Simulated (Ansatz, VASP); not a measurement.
**Cl in two plane-wave programs**

Wanted: the spread between two codes on one cell, functional and k mesh. The cell is taken from a series of runs on this material, whose earlier steps may have relaxed, scaled, displaced or heated it; both programs get it as it stands.

Main program and level: Ansatz 0.2.0; plane waves, with VASP 6.6.1 beside it; dielectric response at PBE.

## (1) Starting point

Symmetry: Cmce, No. 64, orthorhombic system. Conventional cell: a = 6.290 Å, b = 4.500 Å, c = 8.210 Å, α = 90.00°, β = 90.00°, γ = 90.00°. Nearest to Cl lie 1 Cl at 2.02 Å.

## (2) VASP: dielectric response, PBE

The response to a field tests empty states and converges slowly with the mesh.

Lines of VASP's logs that name or quote its potential files are left out, and so is its time.

The input, INCAR:

```
SYSTEM = Cl
PREC = Accurate
ENCUT = 400
EDIFF = 1E-08
NELM = 120
ISMEAR = 0
SIGMA = 0.01
LREAL = .FALSE.
ALGO = Normal
GGA = PE
NBANDS = 20
LORBIT = 11
LWAVE = .FALSE.
LCHARG = .FALSE.
ISIF = 2
LEPSILON = .TRUE.
LASPH = .TRUE.
GGA_COMPAT = .FALSE.
KPAR = 2
```

The input, POSCAR:

```
Cl
1.0
    3.1450000000     -2.2500000000      0.0000000000
    3.1450000000      2.2500000000      0.0000000000
    0.0000000000      0.0000000000      8.2100000000
Cl
4
Direct
    0.8700000000      0.1300000000      0.1000000000
    0.6300000000      0.3700000000      0.6000000000
    0.1300000000      0.8700000000      0.9000000000
    0.3700000000      0.6300000000      0.4000000000
```

The input, KPOINTS:

```
Automatic mesh
0
Gamma
6 6 4
0 0 0
```

Potentials, in the order of the species: Cl (PBE family, release 64).

The run is started by

```sh
$ mpirun -np 2 vasp_std
```

Numbers of over 12 decimals in the logs are rounded to 6 here.

The program printed:

```text
[banner, memory and clock lines left out]
running    2 mpi-ranks, on    1 nodes
 distrk:  each k-point on    1 cores,    2 groups
 distr:  one band on    1 cores,    1 groups

 POSCAR found type information on POSCAR Cl
 POSCAR found :  1 types and       4 ions
 LDA part: xc-table for (Slater+PW92), standard interpolation
 POSCAR, INCAR and KPOINTS ok, starting setup
 FFT: planning ... GRIDC
 FFT: planning ... GRID_SOFT
 FFT: planning ... GRID
 WAVECAR not read
 entering main loop
       N       E                     dE             d eps       ncg     rms          rms(c)
DAV:   1     0.167435056148E+03    0.16744E+03   -0.10738E+04  1560   0.965E+02
DAV:   2     0.357669411623E+01   -0.16386E+03   -0.16055E+03  2244   0.201E+02
DAV:   3    -0.765916691457E+01   -0.11236E+02   -0.11203E+02  1980   0.621E+01
DAV:   4    -0.779405809622E+01   -0.13489E+00   -0.13483E+00  2036   0.815E+00
DAV:   5    -0.779619893710E+01   -0.21408E-02   -0.21407E-02  1948   0.101E+00    0.154E+01
DAV:   6    -0.743813795733E+01    0.35806E+00   -0.24828E-01  1852   0.304E+00    0.101E+01
DAV:   7    -0.732604959296E+01    0.11209E+00   -0.55084E-01  1820   0.440E+00    0.837E-01
DAV:   8    -0.731374759374E+01    0.12302E-01   -0.68046E-02  1764   0.169E+00    0.402E-01
DAV:   9    -0.731390338596E+01   -0.15579E-03   -0.16691E-03  1900   0.270E-01    0.803E-02
DAV:  10    -0.731403374136E+01   -0.13036E-03   -0.16474E-04  2096   0.859E-02    0.653E-02
DAV:  11    -0.731403843947E+01   -0.46981E-05   -0.49878E-05  1860   0.425E-02    0.115E-02
DAV:  12    -0.731403916210E+01   -0.72262E-06   -0.47715E-06  1864   0.150E-02    0.511E-03
DAV:  13    -0.731403992564E+01   -0.76354E-06   -0.10614E-06  2148   0.675E-03    0.233E-03
DAV:  14    -0.731403993616E+01   -0.10514E-07   -0.16038E-07  2120   0.249E-03    0.988E-04
DAV:  15    -0.731403995534E+01   -0.19182E-07   -0.34804E-08  1800   0.121E-03    0.369E-04
DAV:  16    -0.731403994775E+01    0.75891E-08   -0.44046E-09  1208   0.453E-04
   1 F= -.73140399E+01 E0= -.73140399E+01  d E =-.480225E-40
 Linear response reoptimize wavefunctions to high precision
DAV:   1    -0.731403994285E+01    0.49024E-08   -0.16786E-09  1196   0.243E-04
DAV:   2    -0.731403994283E+01    0.21146E-10   -0.24985E-10  1032   0.125E-04
 Linear response G [H, r] |phi>, progress :
  Direction:   1
       N       E                     dE             d eps       ncg     rms
RMM:   1    -0.998508366159E+02   -0.99851E+02    0.14564E+02  2936   0.894E+01
RMM:   2    -0.101666954233E+03   -0.18161E+01   -0.43107E+00  2698   0.143E+01
RMM:   3    -0.101776077856E+03   -0.10912E+00   -0.11346E-01  2638   0.214E+00
RMM:   4    -0.101779377899E+03   -0.33000E-02   -0.68771E-03  2747   0.451E-01
RMM:   5    -0.101779566436E+03   -0.18854E-03   -0.20198E-04  2797   0.825E-02
RMM:   6    -0.101779570371E+03   -0.39349E-05   -0.12046E-05  2800   0.155E-02
RMM:   7    -0.101779570594E+03   -0.22313E-06   -0.41173E-06  2848   0.394E-03
RMM:   8    -0.101779570610E+03   -0.15093E-07    0.29806E-07  2700   0.155E-03
RMM:   9    -0.101779570683E+03   -0.73194E-07    0.14746E-06  2279   0.113E-03
RMM:  10    -0.101779570691E+03   -0.78414E-08   -0.19802E-06  1866   0.105E-03
RMM:  11    -0.101779570744E+03   -0.53430E-07   -0.48294E-06  1649   0.104E-03
RMM:  12    -0.101779570740E+03    0.36325E-08   -0.40879E-06  1614   0.104E-03
 Linear response G [H, r] |phi>, progress :
  Direction:   2
       N       E                     dE             d eps       ncg     rms
RMM:   1    -0.107209301000E+03   -0.10721E+03    0.42592E+01  3627   0.894E+01
RMM:   2    -0.100517095517E+03    0.66922E+01   -0.74379E+00  2726   0.187E+01
RMM:   3    -0.100694293822E+03   -0.17720E+00   -0.16209E-01  2706   0.267E+00
RMM:   4    -0.100698501506E+03   -0.42077E-02   -0.51116E-03  2764   0.457E-01
RMM:   5    -0.100698617768E+03   -0.11626E-03   -0.20477E-04  2770   0.830E-02
RMM:   6    -0.100698622345E+03   -0.45768E-05   -0.11890E-05  2792   0.169E-02
RMM:   7    -0.100698622480E+03   -0.13532E-06   -0.41981E-06  2799   0.375E-03
RMM:   8    -0.100698622479E+03    0.13240E-08   -0.32802E-06  2797   0.127E-03
RMM:   9    -0.100698622512E+03   -0.33114E-07   -0.27771E-06  2366   0.787E-04
RMM:  10    -0.100698622505E+03    0.74402E-08   -0.11406E-05  1909   0.711E-04
RMM:  11    -0.100698622531E+03   -0.26320E-07   -0.24752E-05  1690   0.705E-04
RMM:  12    -0.100698622546E+03   -0.15079E-07   -0.16418E-05  1671   0.705E-04
RMM:  13    -0.100698622529E+03    0.17133E-07   -0.21759E-05  1552   0.706E-04
 Linear response G [H, r] |phi>, progress :
  Direction:   3
       N       E                     dE             d eps       ncg     rms
RMM:   1    -0.107797466074E+03   -0.10780E+03    0.20964E+01  4009   0.876E+01
RMM:   2    -0.995552159832E+02    0.82423E+01   -0.95785E+00  2744   0.205E+01
RMM:   3    -0.997195085069E+02   -0.16429E+00   -0.22362E-01  2675   0.299E+00
RMM:   4    -0.997244706907E+02   -0.49622E-02   -0.60043E-03  2753   0.482E-01
RMM:   5    -0.997245670031E+02   -0.96312E-04   -0.19882E-04  2777   0.861E-02
RMM:   6    -0.997245711769E+02   -0.41738E-05    0.25479E-05  2818   0.170E-02
RMM:   7    -0.997245714382E+02   -0.26137E-06    0.32815E-05  2833   0.374E-03
RMM:   8    -0.997245713247E+02    0.11348E-06    0.51470E-05  2849   0.128E-03
[...]
RMM:   1    -0.779571289192E+00   -0.77957E+00   -0.30804E+00  3110   0.442E+00
RMM:   2    -0.870864535908E+00   -0.91293E-01   -0.22865E-02  2756   0.870E-01
RMM:   3    -0.871314613373E+00   -0.45008E-03   -0.47604E-04  2748   0.108E-01
RMM:   4    -0.871328213179E+00   -0.13600E-04   -0.14872E-05  2741   0.205E-02
RMM:   5    -0.871328595594E+00   -0.38242E-06   -0.64669E-07  2807   0.368E-03
RMM:   6    -0.871328608263E+00   -0.12669E-07   -0.76009E-08  2504   0.778E-04
RMM:   7    -0.871328608006E+00    0.25721E-09   -0.42782E-08  2192   0.193E-04
 change of polarisation eV/A/(eV/A) component  2 :     0.106     1.743     0.100
 dielectric tensor                  component  2 :     0.165     3.714     0.156
 Linear response to external field (no local field effect), progress :
  Direction:   3
       N       E                     dE             d eps       ncg     rms          rms(c)
RMM:   1    -0.109439437470E+01   -0.10944E+01   -0.52997E+00  3105   0.495E+00
RMM:   2    -0.122702109353E+01   -0.13263E+00   -0.29488E-02  2762   0.991E-01
RMM:   3    -0.122791068012E+01   -0.88959E-03   -0.75879E-04  2750   0.127E-01
RMM:   4    -0.122795448132E+01   -0.43801E-04   -0.28405E-05  2739   0.253E-02
RMM:   5    -0.122795592021E+01   -0.14389E-05   -0.15933E-06  2800   0.467E-03
RMM:   6    -0.122795599497E+01   -0.74766E-07   -0.14346E-07  2610   0.103E-03
RMM:   7    -0.122795599574E+01   -0.76829E-09   -0.34987E-08  2146   0.240E-04
 change of polarisation eV/A/(eV/A) component  3 :    -0.002     0.100     2.456
 dielectric tensor                  component  3 :    -0.003     0.156     4.825
 Linear response to external field, progress :
  Direction:   1
       N       E                     dE             d eps       ncg     rms          rms(c)
RMM:   1    -0.474173663030E+00   -0.47417E+00   -0.11189E+00  2966   0.343E+00
RMM:   2    -0.490429124139E+00   -0.16255E-01   -0.67468E-03  2726   0.500E-01    0.153E+00
RMM:   3    -0.418360244203E+00    0.72069E-01   -0.14316E-01  2482   0.156E+00    0.694E-01
RMM:   4    -0.429338871360E+00   -0.10979E-01   -0.66736E-02  2705   0.107E+00    0.305E-01
RMM:   5    -0.449711102935E+00   -0.20372E-01   -0.19659E-03  2677   0.303E-01    0.625E-02
RMM:   6    -0.449684947983E+00    0.26155E-04   -0.35570E-04  2703   0.866E-02    0.290E-02
RMM:   7    -0.451490930984E+00   -0.18060E-02   -0.33135E-05  2722   0.352E-02    0.503E-03
RMM:   8    -0.451606592803E+00   -0.11566E-03   -0.72151E-06  2693   0.121E-02    0.368E-03
RMM:   9    -0.451643933285E+00   -0.37340E-04   -0.15808E-06  2619   0.615E-03    0.749E-04
RMM:  10    -0.451636910184E+00    0.70231E-05   -0.52095E-08  2755   0.161E-03    0.182E-04
RMM:  11    -0.451640479939E+00   -0.35698E-05    0.17639E-08  2739   0.248E-04    0.703E-05
RMM:  12    -0.451642900963E+00   -0.24210E-05    0.90915E-08  2631   0.200E-04    0.309E-05
RMM:  13    -0.451642311163E+00    0.58980E-06    0.26929E-07  1559   0.853E-05    0.114E-05
RMM:  14    -0.451642229602E+00    0.81560E-07    0.76395E-08  1590   0.882E-05    0.211E-06
 change of polarisation eV/A/(eV/A) component  1 :     0.807     0.107    -0.003
 dielectric tensor                  component  1 :     2.257     0.166    -0.005
 Linear response to external field, progress :
  Direction:   2
       N       E                     dE             d eps       ncg     rms          rms(c)
RMM:   1    -0.779571289192E+00   -0.77957E+00   -0.30804E+00  3110   0.442E+00
RMM:   2    -0.870864745564E+00   -0.91293E-01   -0.22867E-02  2756   0.870E-01    0.355E+00
RMM:   3    -0.668962731793E+00    0.20190E+00   -0.44377E-01  2780   0.247E+00    0.151E+00
RMM:   4    -0.672119984758E+00   -0.31573E-02   -0.49567E-02  2741   0.910E-01    0.732E-01
RMM:   5    -0.690930499297E+00   -0.18811E-01   -0.62520E-03  2767   0.381E-01    0.147E-01
RMM:   6    -0.698385670090E+00   -0.74552E-02   -0.37256E-04  2794   0.106E-01    0.535E-02
RMM:   7    -0.702137884445E+00   -0.37522E-02   -0.15991E-04  2724   0.759E-02    0.269E-02
RMM:   8    -0.702562620530E+00   -0.42474E-03   -0.76851E-06  2787   0.180E-02    0.809E-03
RMM:   9    -0.702764742449E+00   -0.20212E-03   -0.67310E-06  2808   0.114E-02    0.470E-03
RMM:  10    -0.702770231447E+00   -0.54890E-05   -0.99337E-07  2770   0.446E-03    0.608E-04
RMM:  11    -0.702759374104E+00    0.10857E-04   -0.12207E-06  2816   0.104E-03    0.291E-04
RMM:  12    -0.702748827957E+00    0.10546E-04   -0.62622E-07  2749   0.549E-04    0.183E-04
RMM:  13    -0.702747456110E+00    0.13718E-05   -0.37481E-07  2670   0.184E-04    0.278E-05
RMM:  14    -0.702747030095E+00    0.42601E-06   -0.22812E-07  1411   0.710E-05    0.276E-05
RMM:  15    -0.702746406157E+00    0.62394E-06   -0.23038E-07  1367   0.794E-05    0.642E-06
 change of polarisation eV/A/(eV/A) component  2 :     0.106     1.281     0.094
 dielectric tensor                  component  2 :     0.165     2.995     0.147
 Linear response to external field, progress :
  Direction:   3
       N       E                     dE             d eps       ncg     rms          rms(c)
RMM:   1    -0.109439437470E+01   -0.10944E+01   -0.52997E+00  3105   0.495E+00
RMM:   2    -0.122702096281E+01   -0.13263E+00   -0.29487E-02  2762   0.991E-01    0.454E+00
RMM:   3    -0.103027586870E+01    0.19675E+00   -0.39826E-01  2740   0.251E+00    0.227E+00
RMM:   4    -0.104965464381E+01   -0.19379E-01   -0.58062E-02  2723   0.109E+00    0.903E-01
RMM:   5    -0.107440865261E+01   -0.24754E-01   -0.34525E-03  2726   0.348E-01    0.148E-01
RMM:   6    -0.108038963938E+01   -0.59810E-02   -0.22268E-04  2743   0.896E-02    0.427E-02
RMM:   7    -0.108382654125E+01   -0.34369E-02   -0.10486E-04  2711   0.639E-02    0.225E-02
RMM:   8    -0.108408760118E+01   -0.26106E-03   -0.73863E-06  2726   0.150E-02    0.496E-03
RMM:   9    -0.108443498151E+01   -0.34738E-03   -0.32729E-06  2766   0.937E-03    0.256E-03
RMM:  10    -0.108447270451E+01   -0.37723E-04   -0.22377E-07  2786   0.255E-03    0.608E-04
RMM:  11    -0.108447294934E+01   -0.24483E-06   -0.62872E-07  2811   0.581E-04    0.132E-04
RMM:  12    -0.108447881055E+01   -0.58612E-05    0.23262E-07  2748   0.319E-04    0.600E-05
RMM:  13    -0.108447852276E+01    0.28779E-06    0.29125E-07  1679   0.789E-05    0.178E-05
RMM:  14    -0.108447770026E+01    0.82250E-06    0.10801E-07  1694   0.857E-05    0.656E-06
 change of polarisation eV/A/(eV/A) component  3 :    -0.002     0.099     1.993
 dielectric tensor                  component  3 :    -0.003     0.154     4.104
 Born effective charges drift removed
```

From OUTCAR (step 2):

```text
ion  position               nearest neighbor table
   1  0.870  0.130  0.100-   3 2.02
   2  0.630  0.370  0.600-   4 2.02
   3  0.130  0.870  0.900-   1 2.02
   4  0.370  0.630  0.400-   2 2.02

  LATTYP: Found a base centered orthorhombic cell.
 ALAT       =     4.5000000000
 B/A-ratio  =     1.3977777778
 C/A-ratio  =     1.8244444444

 Subroutine GETGRP returns: Found  8 space group operations
 (whereof  4 operations were pure point group operations)

The static configuration has the point symmetry C_2h.
 The point group associated with its full space group is D_2h.

 Found     39 irreducible k-points:

   k-points           NKPTS =     39   k-points in BZ     NKDIM =     39   number of bands    NBANDS=     20

   dimension x,y,z NGX =    28 NGY =   28 NGZ =   54
   dimension x,y,z NGXF=    56 NGYF=   56 NGZF=  108

   ENCUT  =  400.0 eV  29.40 Ry    5.42 a.u.   6.31  6.31 13.39*2*pi/ulx,y,z

   NELECT =      28.0000    total number of electrons

 k-points in reciprocal lattice and weights: Automatic mesh
   0.00000000  0.00000000  0.00000000       0.007
   0.16666667  0.00000000  0.00000000       0.028
   0.33333333 -0.00000000  0.00000000       0.028
   0.50000000  0.00000000  0.00000000       0.014
   0.16666667  0.16666667  0.00000000       0.014
   0.33333333  0.16666667  0.00000000       0.028
   0.50000000  0.16666667  0.00000000       0.028
  -0.33333333  0.16666667  0.00000000       0.028
  -0.16666667  0.16666667  0.00000000       0.014
[...]
-0.33333333  0.33333333  0.50000000       0.014
   0.50000000  0.50000000  0.50000000       0.007

 average (electrostatic) potential at core
       1 -95.7282       2 -95.7282       3 -95.7282       4 -95.7282

  Total        0.8666466      0.0450412     -0.3252103      0.0000000     -0.0000000      0.0000000
  in kB       11.9502311      0.6210747     -4.4843400      0.0000000     -0.0000000      0.0000000
  external PRESSURE =       2.6956553 kB  Pullay stress =       0.0000000 kB

  energy-cutoff  :      400.00
  volume of cell :      116.19
      direct lattice vectors                 reciprocal lattice vectors
     3.145000000 -2.250000000  0.000000000     0.158982512 -0.222222222  0.000000000
     3.145000000  2.250000000  0.000000000     0.158982512  0.222222222  0.000000000
     0.000000000  0.000000000  8.210000000     0.000000000  0.000000000  0.121802680

 POSITION                                       TOTAL-FORCE (eV/Angst)
 -----------------------------------------------------------------------------------
      3.14500     -1.66500      0.82100         0.000000     -0.160178     -0.072186
      3.14500     -0.58500      4.92600         0.000000      0.160178     -0.072186
      3.14500      1.66500      7.38900         0.000000      0.160178      0.072186
      3.14500      0.58500      3.28400         0.000000     -0.160178      0.072186
 -----------------------------------------------------------------------------------
    total drift:                               -0.000000     -0.000000     -0.000000

 MACROSCOPIC STATIC DIELECTRIC TENSOR (including local field effects in DFT)
 ------------------------------------------------------
           2.256501     0.000000     0.000000
           0.000000     2.994854     0.000000
           0.000000     0.000000     4.104155
 ------------------------------------------------------

 PIEZOELECTRIC TENSOR (including local field effects)  for field in x, y, z        (C/m^2)
          XX          YY          ZZ          XY          YZ          ZX
  --------------------------------------------------------------------------------
  x     0.00000     0.00000     0.00000     0.00000     0.00000     0.00000
  y     0.00000     0.00000     0.00000     0.00000     0.00000     0.00000
  z     0.00000     0.00000     0.00000     0.00000     0.00000     0.00000

 BORN EFFECTIVE CHARGES (including local field effects) (in |e|, cummulative output)
 ---------------------------------------------------------------------------------
 ion    1
    1     0.00000     0.00000     0.00000
    2     0.00000     0.00000     0.26203
    3     0.00000     0.40319     0.00000
 ion    2
    1     0.00000     0.00000     0.00000
    2     0.00000     0.00000    -0.26203
    3     0.00000    -0.40319     0.00000
 ion    3
    1     0.00000     0.00000     0.00000
    2     0.00000     0.00000     0.26203
    3     0.00000     0.40319     0.00000
 ion    4
    1     0.00000     0.00000     0.00000
    2     0.00000     0.00000    -0.26203
    3     0.00000    -0.40319     0.00000
```

(Continued in part 2 of 2.)

[Lines on the potential files, build, host, timing and source positions are cut from VASP's logs without a mark.]

[Logs are printed without paths, hosts, clocks, repeated set-up lines and the standing remarks that a program may print on its own settings, such as how far it seeks lower states.]

[Hosts, paths, dates, database ids (printed as entryN), source tags and the programs' standing remarks are cut or masked in the printed files.]
